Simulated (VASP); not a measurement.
Computed with PBE GGA, VASP's PBE PAW potentials (set 64) (plane waves; VASP).

The input files of a VASP run:

KPOINTS:
```
Automatic mesh
0
Gamma
8 8 8
0 0 0
```

### POSCAR
```
NbTe
1
   -1.8533440000     1.8533440000     6.2745110000
    1.8533440000    -1.8533440000     6.2745110000
    1.8533440000     1.8533440000    -6.2745110000
Nb Te
2 2
Direct
  0.7500000000   0.7500000000   0.0000000000
  0.5000000000   0.0000000000   0.5000000000
  0.1660000000   0.1660000000   0.0000000000
  0.9160000000   0.4160000000   0.5000000000
```

**INCAR**
```
SYSTEM=NbTe
PREC=Accurate; ENCUT=325; LREAL=F
LASPH=T
EDIFF=1E-6; NELM=100; ALGO=Normal
LMAXMIX=4
ISMEAR=0; SIGMA=0.05
GGA=PE
ISIF=2
LWAVE=F; LCHARG=F
```

POTCAR, in this order: Nb_sv Te (PBE.64 set). Program: vasp_std.

Q: What will the output report for the number of irreducible k-points (NKPTS), number of bands (NBANDS), largest plane-wave count, number of space-group operations, FFT grid (NGX, NGY, NGZ)?

A: 
The number of irreducible k-points (NKPTS) comes out as 59, the number of bands (NBANDS) comes out as 23 and the largest plane-wave count is 1183. The number of space-group operations comes out as 8. The FFT grid (NGX, NGY, NGZ) is 40 × 40 × 40.

The structure was generated: NbTe was put into the NbAs type (I4_1md), which need not be its known phase. The cell was not relaxed at this level. The run is one of a series of settings (ENCUT = 325 against the base run), some of them coarse on purpose.
